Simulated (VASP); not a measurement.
**Cd3MgTe4 (ordered alloy cell): computed properties**

Level of theory: PBEsol GGA, VASP's PBE PAW potentials (set 64) (plane waves; VASP 6.6.1).

For Cd3MgTe4, the space group is R3m (160) and the cell is a = 4.5836 Å, b = 4.5836 Å, c = 44.7210 Å, α = 90.00°, β = 90.00°, γ = 120.00°. The volume per atom is 33.90 Å^3/atom and the band gap (over mesh and band path) is 0.94 eV. The smallest direct gap (over mesh and band path) is 0.94 eV. The band-edge character is direct, Γ to Γ and the density comes out as 5.34 g/cm³.

```yaml
crystal:
  lattice:
    - [0.00000, 3.24110, 3.24110]
    - [3.24110, 0.00000, 3.24110]
    - [12.92802, 12.92802, 0.03637]
  atoms:
    - { symbol: Mg, position: [0.99831, 0.99831, 0.00127] }
    - { symbol: Te, position: [0.25331, 0.25331, 0.06002] }
    - { symbol: Te, position: [0.25100, 0.25100, 0.31175] }
    - { symbol: Te, position: [0.24958, 0.24958, 0.56281] }
    - { symbol: Te, position: [0.24755, 0.24755, 0.81434] }
    - { symbol: Cd, position: [0.00177, 0.00177, 0.24867] }
    - { symbol: Cd, position: [0.99982, 0.99982, 0.50014] }
    - { symbol: Cd, position: [0.99866, 0.99866, 0.75100] }
```

Unless said otherwise, spin-orbit coupling is left out, though it shifts the bands of the heavy elements here.

The structure was generated: Cd3MgTe4 was put into an ordered model structure (R3m), which need not be its known phase. It was relaxed first. Symmetry was kept, so distortions that lower it aren't found.
